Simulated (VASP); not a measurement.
Computed with PBE GGA, VASP's PBE PAW potentials (set 64) (plane waves; VASP 6.6.1).

VASP ran on this input.

KPOINTS:
```
Automatic
0
gamma
  15 15 15
0 0 0
```

INCAR:
```
! general
SYSTEM  = Au
PREC    = Accurate
ENCUT   = 500
LREAL   = .False.
LASPH   = .True.

! electronic loop
EDIFF   = 1E-6
NELM    = 100
ALGO    = Normal
LMAXMIX = 6

! smearing
ISMEAR  = 1
SIGMA   = 0.1

! functional
GGA     = PE

! ions
IBRION  = 2
NSW     = 40
ISIF    = 3
EDIFFG  = -0.02
PSTRESS = 50

! output
LWAVE   = .False.
LCHARG  = .False.
```

**POSCAR**
```
Au
1.0
  0.0000000000   2.0553747525   2.0553747525
  2.0553747525   0.0000000000   2.0553747525
  2.0553747525   2.0553747525   0.0000000000
Au
1
Cart
  0.0000000000   0.0000000000   0.0000000000
```

POTCAR, in this order: Au (PBE.64 set). Program: vasp_std.

Output

**OSZICAR**
```
       N       E                     dE             d eps       ncg     rms          rms(c)
DAV:   1     0.417175784847E+02    0.41718E+02   -0.56987E+03  2368   0.105E+03
DAV:   2    -0.310285656754E+01   -0.44820E+02   -0.41780E+02  2243   0.196E+02
DAV:   3    -0.347736068158E+01   -0.37450E+00   -0.37386E+00  2549   0.187E+01
DAV:   4    -0.347839229314E+01   -0.10316E-02   -0.10316E-02  2484   0.103E+00
DAV:   5    -0.347839821134E+01   -0.59182E-05   -0.59179E-05  2387   0.760E-02    0.885E+00
DAV:   6    -0.323048884405E+01    0.24791E+00   -0.80948E-01  2196   0.882E+00    0.568E+00
DAV:   7    -0.321276371064E+01    0.17725E-01   -0.71955E-02  2311   0.260E+00    0.274E+00
DAV:   8    -0.321064629092E+01    0.21174E-02   -0.17303E-03  2311   0.431E-01    0.237E-01
DAV:   9    -0.321063384511E+01    0.12446E-04   -0.87723E-06  2407   0.331E-02    0.186E-02
DAV:  10    -0.321063959693E+01   -0.57518E-05   -0.27018E-06  2379   0.210E-02    0.318E-03
DAV:  11    -0.321063950893E+01    0.88000E-07   -0.41985E-08  1146   0.200E-03
   1 F= -.26686855E+01 E0= -.26685364E+01  d E =-.266869E+01
```

File OUTCAR:
```
------------------------ aborting loop because EDIFF is reached ----------------------------------------
  FORCE on cell =-STRESS in cart. coord.  units (eV):
  Direction    XX          YY          ZZ          XY          YZ          ZX
  --------------------------------------------------------------------------------------
  Total        0.5371111      0.5371111      0.5371111      0.0000000     -0.0000000     -0.0000000
  in kB       49.5531915     49.5531915     49.5531915      0.0000000     -0.0000000     -0.0000000
  external PRESSURE =      -0.4468085 kB  Pullay stress =      50.0000000 kB
  volume of cell :       17.37
      direct lattice vectors                 reciprocal lattice vectors
     0.000000000  2.055374753  2.055374753    -0.243264640  0.243264640  0.243264640
     2.055374753  0.000000000  2.055374753     0.243264640 -0.243264640  0.243264640
     2.055374753  2.055374753  0.000000000     0.243264640  0.243264640 -0.243264640
 POSITION                                       TOTAL-FORCE (eV/Angst)
 -----------------------------------------------------------------------------------
      0.00000      0.00000      0.00000        -0.000000     -0.000000     -0.000000
 -----------------------------------------------------------------------------------
    total drift:                               -0.000000     -0.000000     -0.000000
  FREE ENERGIE OF THE ION-ELECTRON SYSTEM (eV)
  ---------------------------------------------------
  free  energy   TOTEN  =        -3.2106395089 eV

  energy  without entropy=       -3.2101922592  energy(sigma->0) =       -3.21049043
  enthalpy is  TOTEN    =        -2.6686854539 eV   P V=        0.5419540550

 reached required accuracy - stopping structural energy minimisation
```
(Selected blocks of OUTCAR.)

**OUTCAR**
```
 val. band max:        9.3446382075   @ k =  -0.2667   0.2667   0.0000

 cond. band min:       9.3725813446   @ k =   0.4667   0.3333   0.0000


 Fermi energy:         9.3498706974

 k-point     1 :       0.0000    0.0000    0.0000
  band No.  band energies     occupation
      1      -0.4949      2.00000
      2       4.5691      2.00000
      3       4.5691      2.00000
      4       4.5691      2.00000
      5       6.0335      2.00000
      6       6.0335      2.00000
      7      23.7096      0.00000
      8      27.6008      0.00000
      9      27.6008      0.00000

 k-point     2 :       0.0667    0.0000    0.0000
  band No.  band energies     occupation
      1      -0.3426      2.00000
      2       4.5207      2.00000
      3       4.6208      2.00000
      4       4.6208      2.00000
      5       6.0107      2.00000
      6       6.0107      2.00000
      7      23.8825      0.00000
      8      26.6219      0.00000
      9      27.7768      0.00000

 k-point     3 :       0.1333    0.0000    0.0000
  band No.  band energies     occupation
      1       0.0966      2.00000
      2       4.4087      2.00000
      3       4.7453      2.00000
      4       4.7453      2.00000
      5       5.9758      2.00000
      6       5.9758      2.00000
      7      24.0574      0.00000
      8      24.9073      0.00000
      9      28.2547      0.00000

 k-point     4 :       0.2000    0.0000    0.0000
  band No.  band energies     occupation
      1       0.7509      2.00000
      2       4.3414      2.00000
      3       4.8448      2.00000
      4       4.8448      2.00000
      5       6.0321      2.00000
      6       6.0321      2.00000
      7      22.1086      0.00000
      8      24.8594      0.00000
      9      28.8173      0.00000

 k-point     5 :       0.2667    0.0000    0.0000
  band No.  band energies     occupation
      1       1.4358      2.00000
      2       4.5405      2.00000
      3       4.8231      2.00000
...
```

Unless said otherwise, spin-orbit coupling is left out, though it shifts the bands of the heavy elements here.

The compound is Au in the fcc structure. It was relaxed first under an external pressure of 5 GPa.
